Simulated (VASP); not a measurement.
Here is a VASP 6.6.1 calculation.

File run.py:

```python
from ase.calculators.vasp import Vasp
from ase.dft.bandgap import bandgap
from ase.io import read

atoms = read('Pm3Hf.xyz')
atoms.set_initial_magnetic_moments([0.0, 4.0, 4.0, 4.0])
calc = Vasp(
    directory='calc',
    xc='lda',
    pp='PBE',
    setups='materialsproject',
    prec='Accurate',
    encut=520,
    ediff=1e-06,
    ismear=0,
    sigma=0.05,
    lreal=False,
    lasph=True,
    nelm=120,
    algo='Fast',
    isif=2,
    lwave=False,
    lcharg=False,
    ispin=2,
    lorbit=11,
    lmaxmix=6,
    kpts=[8, 8, 8],
    gamma=True,
    nbands=34,
)
atoms.calc = calc

print('energy (eV):', atoms.get_potential_energy())
print('free energy (eV):', atoms.get_potential_energy(force_consistent=True))
print('forces (eV/A):')
print(atoms.get_forces())
print('stress (eV/A^3, Voigt):', atoms.get_stress())
print('Fermi level (eV):', calc.get_fermi_level())
print('moment (muB):', atoms.get_magnetic_moment())
print('site moments (muB):', atoms.get_magnetic_moments())
gap, top, bottom = bandgap(calc)
print('band gap (eV):', gap, 'from (spin, k, band)', top, 'to', bottom)
```

Pm3Hf.xyz

```xyz
4
Lattice="-2.4847870000 2.4847870000 4.9528570000 2.4847870000 -2.4847870000 4.9528570000 2.4847870000 2.4847870000 -4.9528570000" Properties=species:S:1:pos:R:3 pbc="T T T"
Hf     0.0000000000      0.0000000000      0.0000000000
Pm     0.0000000000      0.0000000000      4.9528570000
Pm     2.4847870000      0.0000000000      2.4764285000
Pm     0.0000000000      2.4847870000      2.4764285000
```

Potentials or basis: VASP PAW PBE potentials, release 64 (Hf_pv, Pm_3), 4f in core.

The run is started by

```console
$ python run.py
```

(1) Estimate the net moment.

(2) What does it give for the band gap on the k mesh?

Answers

(1) 0.00 μB per cell.

(2) none (metal or under the smearing width).

Caveat: ASE's xc='lda' writes no GGA tag, so the PBE potentials set the functional and the run is PBE; the magnetic or orbital state may not be the lowest; the 4f electrons are frozen in the core as for a trivalent ion, so they carry no moment and show no levels.
